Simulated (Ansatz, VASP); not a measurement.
# Cross-check of SiGe between VASP and Ansatz, part 2 of 3

Aim: how closely do two programs agree when they are given the same cell, functional and k mesh? The cell is generated by rule, not measured, and may not be a known phase. Of the first pair: The two relaxations start from unlike cells of this crystal (the structure described is Ansatz's start), so only their ends are compared.

VASP 6.6.1 and Ansatz 0.2.0.

So far: The starting structure; Ansatz: relaxation of cell and atoms, r2SCAN, pair 1.

## Step 3: VASP: relaxation of cell and atoms, r2SCAN, pair 1

Level of this step: r2SCAN; plane waves and PAW (Ge_d, Si); invented cell (VASP).

Its own start cell and the same functional, mesh and smearing now go to VASP, with its own data sets.

Lines of VASP's logs that name or quote its potential files are left out, and so is its time.

The input, INCAR:

```
SYSTEM = SiGe
PREC = Accurate
ENCUT = 550
EDIFF = 1E-07
NELM = 120
ISMEAR = 0
SIGMA = 0.1
LREAL = .FALSE.
ALGO = Normal
METAGGA = R2SCAN
LASPH = .TRUE.
NBANDS = 24
LORBIT = 11
LWAVE = .FALSE.
LCHARG = .FALSE.
ISIF = 3
IBRION = 2
NSW = 80
EDIFFG = -0.005
GGA_COMPAT = .FALSE.
NELMIN = 4
LMIXTAU = .TRUE.
KPAR = 2
```

The input, POSCAR:

```
SiGe
1.0
    4.1786481036     -0.0000031789      0.0000000000
   -2.0893214141      3.6188168526      0.0000000000
    0.0000000000      0.0000000000      5.5215719586
Ge Si
2 2
Direct
    0.3333334177      0.6666666667      0.2500000000
    0.6666665823      0.3333333333      0.7500000000
    0.6666665823      0.3333333333      0.2500000000
    0.3333334177      0.6666666667      0.7500000000
```

The input, KPOINTS:

```
Automatic mesh
0
Gamma
6 6 4
0 0 0
```

PAW data sets: Ge_d and Si (PBE family, release 64).

Command:

```bash
$ mpirun -np 2 vasp_std
```

Numbers of over 12 decimals in the logs are rounded to 6 here.

The log of the run:

```text
[banner, memory and clock lines left out]
running    2 mpi-ranks, on    1 nodes
 distrk:  each k-point on    1 cores,    2 groups
 distr:  one band on    1 cores,    1 groups

 POSCAR found type information on POSCAR GeSi
 POSCAR found :  2 types and       4 ions
|                                                                             |
|               ----> ADVICE to this user running VASP <----                  |
|                                                                             |
|     You enforced a specific xc type in the INCAR file but a different       |
|     [... a line on the potential file left out ...]
|     I HOPE YOU KNOW WHAT YOU ARE DOING!                                     |
|                                                                             |

 LDA part: xc-table for (None), standard interpolation
 POSCAR, INCAR and KPOINTS ok, starting setup
 FFT: planning ... GRIDC
 FFT: planning ... GRID_SOFT
 FFT: planning ... GRID
 WAVECAR not read
 entering main loop
       N       E                     dE             d eps       ncg     rms          rms(c)
DAV:   1     0.245134765216E+03    0.24513E+03   -0.19323E+04  1168   0.339E+03
DAV:   2    -0.505653422214E+01   -0.25019E+03   -0.24328E+03  1032   0.721E+02
DAV:   3    -0.457557417436E+02   -0.40699E+02   -0.40219E+02  1272   0.165E+02
DAV:   4    -0.473709573184E+02   -0.16152E+01   -0.16146E+01  1128   0.372E+01
DAV:   5    -0.474082820454E+02   -0.37325E-01   -0.37322E-01  1272   0.627E+00    0.580E+00
DAV:   6    -0.444991930862E+02    0.29091E+01   -0.41659E-01  1128   0.964E+00    0.358E+00
DAV:   7    -0.417376889263E+02    0.27615E+01   -0.86381E-01  1144   0.791E+00    0.785E-01
DAV:   8    -0.430937203150E+02   -0.13560E+01   -0.49334E-01  1040   0.511E+00    0.329E-01
DAV:   9    -0.433067649505E+02   -0.21304E+00   -0.65271E-02  1224   0.166E+00    0.211E-01
DAV:  10    -0.434098224271E+02   -0.10306E+00   -0.14165E-01  1024   0.254E+00    0.184E-01
DAV:  11    -0.434185468537E+02   -0.87244E-02   -0.13355E-02  1104   0.847E-01    0.146E-01
DAV:  12    -0.434179812640E+02    0.56559E-03   -0.10094E-02  1056   0.697E-01    0.655E-02
DAV:  13    -0.434206963842E+02   -0.27151E-02   -0.34590E-03  1088   0.409E-01    0.434E-02
DAV:  14    -0.434208262025E+02   -0.12982E-03   -0.71862E-05  1288   0.727E-02    0.387E-02
DAV:  15    -0.434205903720E+02    0.23583E-03   -0.31050E-05  1248   0.368E-02    0.522E-02
DAV:  16    -0.434215245849E+02   -0.93421E-03   -0.65669E-04  1128   0.164E-01    0.471E-03
DAV:  17    -0.434215840272E+02   -0.59442E-04   -0.13300E-04  1104   0.778E-02    0.283E-03
DAV:  18    -0.434215888616E+02   -0.48344E-05   -0.89456E-06  1184   0.222E-02    0.191E-03
DAV:  19    -0.434215964512E+02   -0.75896E-05   -0.73153E-06  1104   0.223E-02    0.181E-03
DAV:  20    -0.434215969451E+02   -0.49390E-06   -0.10986E-06   968   0.949E-03    0.457E-04
DAV:  21    -0.434215971548E+02   -0.20966E-06   -0.44602E-07   960   0.426E-03    0.367E-04
DAV:  22    -0.434215973420E+02   -0.18723E-06   -0.47257E-08   768   0.196E-03    0.305E-04
DAV:  23    -0.434215971441E+02    0.19788E-06   -0.14506E-08   632   0.106E-03    0.902E-05
DAV:  24    -0.434215971877E+02   -0.43608E-07   -0.24740E-09   592   0.506E-04
   1 F= -.43421597E+02 E0= -.43418470E+02  d E =-.434216E+02
 curvature:   0.00 expect dE= 0.000E+00 dE for cont linesearch  0.000E+00
 trial: gam= 0.00000 g(F)=  0.940E-41 g(S)=  0.291E-04 ort = 0.000E+00 (trialstep = 0.100E+01)
 search vector abs. value=  0.291E-04
 bond charge predicted
       N       E                     dE             d eps       ncg     rms          rms(c)
DAV:   1    -0.434219210855E+02   -0.32394E-03   -0.45975E-03  1256   0.117E+00    0.104E-01
DAV:   2    -0.434216834404E+02    0.23765E-03   -0.33039E-04  1264   0.320E-01    0.548E-02
DAV:   3    -0.434215909583E+02    0.92482E-04   -0.14528E-04  1360   0.184E-01    0.123E-02
DAV:   4    -0.434215949256E+02   -0.39673E-05   -0.19187E-05  1176   0.542E-02    0.641E-03
DAV:   5    -0.434215915826E+02    0.33430E-05   -0.77848E-06  1056   0.198E-02    0.264E-03
DAV:   6    -0.434215982642E+02   -0.66816E-05   -0.25916E-06  1032   0.114E-02    0.160E-03
DAV:   7    -0.434215982983E+02   -0.34163E-07   -0.11060E-07   768   0.370E-03
   2 F= -.43421598E+02 E0= -.43418484E+02  d E =-.111060E-05
 trial-energy change:   -0.000001  1 .order   -0.000005   -0.000029    0.000018
 step:   0.4780(harm=  0.6149)  dis= 0.00000  next Energy=   -43.421604 (dE=-0.648E-05)
 bond charge predicted
       N       E                     dE             d eps       ncg     rms          rms(c)
DAV:   1    -0.434216864111E+02   -0.88147E-04   -0.12465E-03  1248   0.610E-01    0.542E-02
DAV:   2    -0.434216262348E+02    0.60176E-04   -0.90167E-05  1264   0.168E-01    0.286E-02
DAV:   3    -0.434216072961E+02    0.18939E-04   -0.39772E-05  1368   0.959E-02    0.646E-03
DAV:   4    -0.434216037343E+02    0.35618E-05   -0.56932E-06  1136   0.292E-02    0.335E-03
DAV:   5    -0.434216045008E+02   -0.76644E-06   -0.28960E-06  1040   0.132E-02    0.140E-03
DAV:   6    -0.434216033522E+02    0.11486E-05   -0.11249E-06   848   0.902E-03    0.829E-04
DAV:   7    -0.434216037824E+02   -0.43019E-06   -0.48072E-08   616   0.211E-03    0.418E-04
DAV:   8    -0.434216028255E+02    0.95689E-06   -0.44677E-08   552   0.246E-03    0.897E-05
DAV:   9    -0.434216034386E+02   -0.61311E-06   -0.20964E-08   528   0.158E-03    0.505E-05
DAV:  10    -0.434216033498E+02    0.88777E-07   -0.91241E-10   520   0.341E-04
   3 F= -.43421603E+02 E0= -.43418482E+02  d E =-.616206E-05
 curvature:  -0.27 expect dE=-0.766E-06 dE for cont linesearch -0.705E-06
 trial: gam=-0.20231 g(F)=  0.377E-41 g(S)=  0.285E-05 ort = 0.874E-05 (trialstep = 0.896E+00)
 search vector abs. value=  0.509E-06
 reached required accuracy - stopping structural energy minimisation
```

Parts of OUTCAR (step 3):

```text
ion  position               nearest neighbor table
   1  0.333  0.667  0.250-   3 2.41   3 2.41   3 2.41   4 2.76   4 2.76
   2  0.667  0.333  0.750-   4 2.41   4 2.41   4 2.41   3 2.76   3 2.76
   3  0.667  0.333  0.250-   1 2.41   1 2.41   1 2.41   2 2.76   2 2.76
   4  0.333  0.667  0.750-   2 2.41   2 2.41   2 2.41   1 2.76   1 2.76

  LATTYP: Found a hexagonal cell.
 ALAT       =     4.1786481036
 C/A-ratio  =     1.3213775895

 Subroutine GETGRP returns: Found 24 space group operations
 (whereof 12 operations were pure point group operations)

The static configuration has the point symmetry D_3d.
 The point group associated with its full space group is D_6h.

 Found     21 irreducible k-points:

   k-points           NKPTS =     21   k-points in BZ     NKDIM =     21   number of bands    NBANDS=     24

   dimension x,y,z NGX =    32 NGY =   32 NGZ =   42
   dimension x,y,z NGXF=    64 NGYF=   64 NGZF=   84

   ENCUT  =  550.0 eV  40.42 Ry    6.36 a.u.   7.99  7.99 10.56*2*pi/ulx,y,z

   NELECT =      36.0000    total number of electrons

 k-points in reciprocal lattice and weights: Automatic mesh
   0.00000000  0.00000000  0.00000000       0.007
   0.16666667 -0.00000000  0.00000000       0.042
   0.33333333 -0.00000000  0.00000000       0.042
   0.50000000  0.00000000  0.00000000       0.021
   0.16666667  0.16666667  0.00000000       0.042
   0.33333333  0.16666667  0.00000000       0.083
   0.33333333  0.33333333  0.00000000       0.014
   0.00000000  0.00000000  0.25000000       0.014
   0.16666667 -0.00000000  0.25000000       0.083
[...]
0.33333333  0.16666667  0.50000000       0.083
   0.33333333  0.33333333  0.50000000       0.014

 average (electrostatic) potential at core
       1 -78.5658       2 -78.5658       3 -87.2178       4 -87.2178

 E-fermi :   5.6330

 k-point     1 :       0.0000    0.0000    0.0000
  band No.  band energies     occupation
    ...
     14       2.3305      2.00000
     15       2.6357      2.00000
     16       2.6357      2.00000
     17       5.1233      2.00000
     18       5.1234      2.00000
     19       6.8416      0.00000
     20       7.2121      0.00000
     21       7.2121      0.00000
     22       7.3690      0.00000
     23      10.0781      0.00000
    ...

 k-point     2 :       0.1667   -0.0000    0.0000
  band No.  band energies     occupation
    ...
     14      -0.1719      2.00000
     15       2.1941      2.00000
     16       3.2335      2.00000
     17       4.5865      2.00000
     18       4.7342      2.00000
     19       5.8671      0.00093
     20       7.3809      0.00000
     21       8.2591      0.00000
     22       8.5970      0.00000
     23      10.6351      0.00000
    ...

 k-point     3 :       0.3333   -0.0000    0.0000
  band No.  band energies     occupation
    ...
     15       0.9195      2.00000
     16       1.5624      2.00000
     17       4.1178      2.00000
     18       4.1515      2.00000
     19       4.5780      2.00000
     20       8.3877      0.00000
     21       9.7661      0.00000
     22      10.6847      0.00000
     23      10.7812      0.00000
     24      11.4000      0.00000

  Total        0.0058288      0.0058288      0.0129849     -0.0000000      0.0000000      0.0000000
  in kB        0.1117931      0.1117931      0.2490427     -0.0000000      0.0000000      0.0000000
  external PRESSURE =       0.1575430 kB  Pullay stress =       0.0000000 kB

  energy-cutoff  :      550.00
  volume of cell :       83.54
      direct lattice vectors                 reciprocal lattice vectors
     4.179277940 -0.000003179  0.000000000     0.239275888  0.138145769  0.000000000
    -2.089636332  3.619362307  0.000000000     0.000000210  0.276291886  0.000000000
    -0.000000000 -0.000000000  5.522600474     0.000000000  0.000000000  0.181074116

 POSITION                                       TOTAL-FORCE (eV/Angst)
 -----------------------------------------------------------------------------------
      0.00000      2.41291      1.38065         0.000000     -0.000000      0.000000
      2.08964      1.20645      4.14195        -0.000000      0.000000      0.000000
      2.08964      1.20645      1.38065        -0.000000      0.000000      0.000000
      0.00000      2.41291      4.14195         0.000000      0.000000      0.000000
 -----------------------------------------------------------------------------------
    total drift:                               -0.000111      0.000055     -0.000025

  FREE ENERGIE OF THE ION-ELECTRON SYSTEM (eV)
  ---------------------------------------------------
  free  energy   TOTEN  =       -43.4216033498 eV

  energy  without entropy=      -43.4153614970  energy(sigma->0) =      -43.41848242

 reached required accuracy - stopping structural energy minimisation

 total charge
# of ion       s       p       d       tot
------------------------------------------
    1        1.135   1.241  10.034  12.409
    2        1.135   1.241  10.034  12.409
    3        0.797   0.822   0.000   1.619
    4        0.797   0.822   0.000   1.619
--------------------------------------------------
tot          3.863   4.126  20.067  28.056

[... 3 further parts left out ...]
```

CONTCAR:

```
SiGe
   1.00000000000000
     4.1792779401566058   -0.0000031793992160    0.0000000000000000
    -2.0896363319981099    3.6193623072409182    0.0000000000000000
    -0.0000000000000000   -0.0000000000000000    5.5226004744505186
  Ge              Si
     2     2
Direct
     0.3333334176999969    0.6666666667000030    0.2500000000000000
     0.6666665823000031    0.3333333332999970    0.7500000000000000
     0.6666665823000031    0.3333333332999970    0.2500000000000000
     0.3333334176999969    0.6666666667000030    0.7500000000000000
```

The k-mesh is coarse for a metal.

## Step 4: Comparison

Known differences besides the potentials themselves: VASP keeps PBE cores, Ansatz makes them for the functional; the cutoff is 500 eV in Ansatz and 550 eV in VASP; Ansatz adds a Pulay correction to the stress that steers its cell, VASP none. Total energies have different zeros and are not compared.

Both answers:

| quantity | Ansatz | VASP | difference |
| --- | --- | --- | --- |
| volume (Å³) | 83.48 | 83.54 | -0.07 % |
| edge a after relaxation, in the typed setting (Å) | 4.177 | 4.179 | -0.05 % |
| edge c after relaxation, in the typed setting (Å) | 5.524 | 5.523 | +0.03 % |

## Step 5: Ansatz: relaxation of cell and atoms, r2SCAN, pair 2

The relaxed volume is the usual yardstick between codes: in a stiff, nearly cubic crystal its relative difference is about their pressure difference at one cell divided by the bulk modulus. Its start cell is another than that of the pair before, and may be another structure of the material.

The cell is taken from a series of runs on this material, whose earlier steps may have relaxed, scaled, displaced or heated it; both programs get it as it stands.

The input, input.yaml:

```yaml
crystal:
  lattice:
    - [3.9039745402, 0.0, 0.0]
    - [-1.9519872701, 3.3809411275, 0.0]
    - [0.0, 0.0, 6.4549442134]
  atoms:
    - { symbol: Ge, position: [0.3333333333, 0.6666666667, 0.1994232617] }
    - { symbol: Ge, position: [0.6666666667, 0.3333333333, 0.6994232617] }
    - { symbol: Si, position: [0.6666666667, 0.3333333333, 0.3254891729] }
    - { symbol: Si, position: [0.3333333333, 0.6666666667, 0.8254891729] }
kpoints:
  mp_grid: { grid: [9, 9, 4] }
hamiltonian:
  xc: r2scan
scf:
  occupations: { method: fixed }
output:
  forces: true
  stress: true
  eigenvalues: true
relax:
  adjacent_minimum: "off"
  f_tol: 0.001
  max_steps: 60
  cell: { stress_tol: 0.01 }
```

Command:

```bash
$ ansatz run input.yaml --threads 4 --pin off --max-ram 7168MiB --backend cpu --events-out ev --progress --plain --runs-dir out
```

The log of the run:

```text
[...]
Crystal: 4 atoms, lattice volume = 85.200 Å³
Basis set: ecut = 500 eV, 2153 PW (Γ), exchange–correlation on 120×120×192 points (64 copies of the dense FFT grid, shifted against one another)
Bands: 22, of which v1, the nominal top of the filled ones, is band 18 counted from 1 (17 counted from 0)
Symmetry: 12 space group operations
[...]
--- Relaxed structure (3 steps of the walk, 3 accepted, 1 SCFs on fresh bases) ---
[...]
cell:  # Å, volume = 85.1953 Å³
    - [3.904330, 0, 0]
    - [-1.952165, 3.381249, 0]
    - [0, 0.0, 6.453450]
  atoms:
    - { symbol: Ge, position: [0.333333, 0.666667, 0.199442] }
    - { symbol: Ge, position: [0.666667, 0.333333, 0.699442] }
    - { symbol: Si, position: [0.666667, 0.333333, 0.325471] }
    - { symbol: Si, position: [0.333333, 0.666667, 0.825471] }
[key lines of the parts left out:]
SCF converged after 5 iterations
Free energy (F): -9883.833568 eV
Fermi energy:    7.571391 eV
P = ⅓ Tr σ = -0.0007 GPa (-0.007 kbar)
```

## Step 6: VASP: relaxation of cell and atoms, r2SCAN, pair 2

The same cell, functional and mesh now go to VASP, with its own data sets.

INCAR: that of step 3 with these lines changed.

```diff
@@ -6,3 +6,3 @@
 ISMEAR = 0
-SIGMA = 0.1
+SIGMA = 0.01
 LREAL = .FALSE.
@@ -21,2 +21,3 @@
 NELMIN = 4
+EFERMI = MIDGAP
 LMIXTAU = .TRUE.
```

The input, POSCAR:

```
SiGe
1.0
    3.9039750000      0.0000000000      0.0000000000
   -1.9519870000      3.3809410000      0.0000000000
    0.0000000000      0.0000000000      6.4549440000
Ge Si
2 2
Direct
    0.3333332972      0.6666667653      0.1994232638
    0.6666664466      0.3333332347      0.6994232638
    0.6666664466      0.3333332347      0.3254891135
    0.3333332972      0.6666667653      0.8254892684
```

The input, KPOINTS:

```
Automatic mesh
0
Gamma
9 9 4
0 0 0
```

Command:

```bash
$ mpirun -np 2 vasp_std
```

The log of the run:

```text
[banner, memory and clock lines left out]
running    2 mpi-ranks, on    1 nodes
[...]
[... a notice as in an earlier step ...]

 LDA part: xc-table for (None), standard interpolation
 POSCAR, INCAR and KPOINTS ok, starting setup
[...]
entering main loop
       N       E                     dE             d eps       ncg     rms          rms(c)
DAV:   1     0.252932576623E+03    0.25293E+03   -0.19311E+04  2016   0.346E+03
DAV:   2    -0.501342302627E+01   -0.25795E+03   -0.25031E+03  1752   0.745E+02
DAV:   3    -0.472205520079E+02   -0.42207E+02   -0.41884E+02  2144   0.168E+02
DAV:   4    -0.489880426960E+02   -0.17675E+01   -0.17665E+01  2008   0.388E+01
[...]
DAV:  26    -0.451743378587E+02    0.13064E-05   -0.26462E-07  1640   0.499E-03    0.552E-04
DAV:  27    -0.451743376467E+02    0.21198E-06   -0.33368E-08   968   0.178E-03    0.511E-04
DAV:  28    -0.451743376970E+02   -0.50332E-07   -0.10290E-08   936   0.978E-04
   1 F= -.45174338E+02 E0= -.45174338E+02  d E =-.451743E+02
[...]
N       E                     dE             d eps       ncg     rms          rms(c)
DAV:   1    -0.451744725583E+02   -0.13491E-03   -0.22965E-03  2176   0.652E-01    0.673E-02
DAV:   2    -0.451743857760E+02    0.86782E-04   -0.22268E-04  2176   0.239E-01    0.382E-02
DAV:   3    -0.451743471209E+02    0.38655E-04   -0.88421E-05  2472   0.148E-01    0.755E-03
DAV:   4    -0.451743480629E+02   -0.94200E-06   -0.20661E-05  2016   0.542E-02    0.415E-03
[...]
DAV:   9    -0.451743479867E+02   -0.18586E-06   -0.16255E-08   936   0.138E-03    0.484E-05
DAV:  10    -0.451743478334E+02    0.15332E-06   -0.53611E-09   936   0.968E-04    0.207E-05
DAV:  11    -0.451743479080E+02   -0.74565E-07   -0.64441E-10   936   0.297E-04
   2 F= -.45174348E+02 E0= -.45174348E+02  d E =-.102110E-04
 trial-energy change:   -0.000010  1 .order   -0.000010   -0.000025    0.000005
 step:   0.8346(harm=  0.8346)  dis= 0.00015  next Energy=   -45.174348 (dE=-0.103E-04)
 reached required accuracy - stopping structural energy minimisation
```

Parts of OUTCAR (step 6):

```text
  Total        0.0076359      0.0076359      0.0147670      0.0000000      0.0000000     -0.0000000
  in kB        0.1436681      0.1436681      0.2778388      0.0000000      0.0000000     -0.0000000
  external PRESSURE =       0.1883917 kB  Pullay stress =       0.0000000 kB

 POSITION                                       TOTAL-FORCE (eV/Angst)
 -----------------------------------------------------------------------------------
     -0.00000      2.25395      1.28678        -0.000000      0.000000      0.003860
      1.95198      1.12698      4.51259         0.000000      0.000000      0.003860
      1.95198      1.12698      2.09975         0.000000     -0.000000     -0.003860
     -0.00000      2.25395      5.32556        -0.000000      0.000000     -0.003860
 -----------------------------------------------------------------------------------
    total drift:                                0.000554      0.000000      0.020185

  FREE ENERGIE OF THE ION-ELECTRON SYSTEM (eV)
  ---------------------------------------------------
  free  energy   TOTEN  =       -45.1743479080 eV

  energy  without entropy=      -45.1743479080  energy(sigma->0) =      -45.17434791

[... 1 part as in an earlier step ...]

[... 3 further parts left out ...]
[key lines of the parts left out:]
E-fermi :   5.8285
```

## Step 7: Differences

What differs besides the data sets and the points named for the pairs above, as far as they apply: fixed occupations in Ansatz, narrow Gaussian smearing in VASP. Total energies have different zeros and are not compared.

Both answers:

| quantity | Ansatz | VASP | difference |
| --- | --- | --- | --- |
| volume (Å³) | 85.20 | 85.16 | +0.05 % |
| edge a after relaxation, in the typed setting (Å) | 3.904 | 3.904 | +0.01 % |
| edge c after relaxation, in the typed setting (Å) | 6.453 | 6.452 | +0.03 % |

(Continued in part 3 of 3.)

[Lines on the potential files, build, host, timing and source positions are cut from VASP's logs without a mark.]

[Logs are printed without paths, hosts, clocks, repeated set-up lines and the standing remarks that a program may print on its own settings, such as how far it seeks lower states.]

[Hosts, paths, dates, database ids (printed as entryN), source tags and the programs' standing remarks are cut or masked in the printed files.]
